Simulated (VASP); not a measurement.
Data:

```
AuTi
1.0
    4.54169     0.00000     0.00000
    0.00000     2.90820     0.00000
    0.00000     0.00000     4.86885
Ti Au
2 2
Direct
  0.25000   0.00000   0.82019
  0.75000   0.00000   0.17981
  0.25000   0.50000   0.32411
  0.75000   0.50000   0.67589
```

Computed with PBEsol GGA, VASP's PBE PAW potentials (set 64) (plane waves; VASP). Run with 300 eV cut-off, 5×7×4 Γ-centred mesh, Fermi-Dirac smearing of 0.050 eV, potentials Ti_sv Au.

At this cut-off the stress carries a Pulay error, which pulls relaxed volumes low. The run has a spin-polarised start.

**Question.** Give the force on each atom (eV/Å).

**Answer.** 
```json
[
 {"atom": "Ti1", "Fx": "0.000", "Fy": "0.000", "Fz": "-0.184"},
 {"atom": "Ti2", "Fx": "0.000", "Fy": "0.000", "Fz": "0.184"},
 {"atom": "Au3", "Fx": "0.000", "Fy": "0.000", "Fz": "-0.103"},
 {"atom": "Au4", "Fx": "0.000", "Fy": "0.000", "Fz": "0.103"}
]
```

**Question.** Give the stress tensor in GPa (positive for a compressed cell).

**Answer.** 
```
1.87  0.00  0.00
0.00  1.12  0.00
0.00  0.00  1.88
```
The pressure is its mean diagonal, 1.63 GPa.

The structure comes from a computed database's TiAu entry (Pmma); how it stands against other phases isn't given here. The cell was not relaxed at this level. The k-mesh is coarse (spacing up to 0.32 per Å, 2π included), so the numbers may not be converged in it.
